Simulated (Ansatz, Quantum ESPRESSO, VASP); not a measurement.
Pt (Fm-3m, 1 atom in the cell) computed with different codes at matched settings

Self-consistent single point.

```yaml
crystal:
  lattice:
    - [0.00000, 1.96000, 1.96000]
    - [1.96000, 0.00000, 1.96000]
    - [1.96000, 1.96000, 0.00000]
  atoms:
    - { symbol: Pt, position: [0.00000, 0.00000, 0.00000] }
```

Shared settings, as Ansatz (a program for electronic structure) writes them: kpoints.mp_grid.grid = 12 12 12; magnetization.spin_orbit = true; scf.occupations.method = gaussian; scf.occupations.width = 0.01 Ry. Potentials and cutoffs stand in the table.

| code | model | pressure (GPa) | cutoff |
|---|---|---|---|
| Ansatz | PBE with spin-orbit coupling, default PAW files | 10.74 | default |
| VASP | PBE, spin-orbit coupling, VASP's PBE PAW potentials (set 64) | 9.89 | 300 eV |
| Quantum ESPRESSO | PBE, spin-orbit coupling, PseudoDojo fully relativistic norm-conserving (PBE) pseudopotentials | 10.83 | 85 Ry |

The spread over the programs that give each value: pressure within 0.94 GPa.

Ansatz's pressure is given at a fixed set of plane waves, as the other plane-wave codes print theirs; with its correction for the finite basis it is 10.82 GPa.

VASP's run is marked for a possible Pulay error in its stress at this cutoff; no cutoff test was made.

The starting cell has typed, rounded lattice constants, without a prior relaxation at this level.

Left out of this page: ABINIT, Elk, FLEUR and SIESTA (not drawn, or without a comparable value).

Keys are those of Ansatz 0.2.
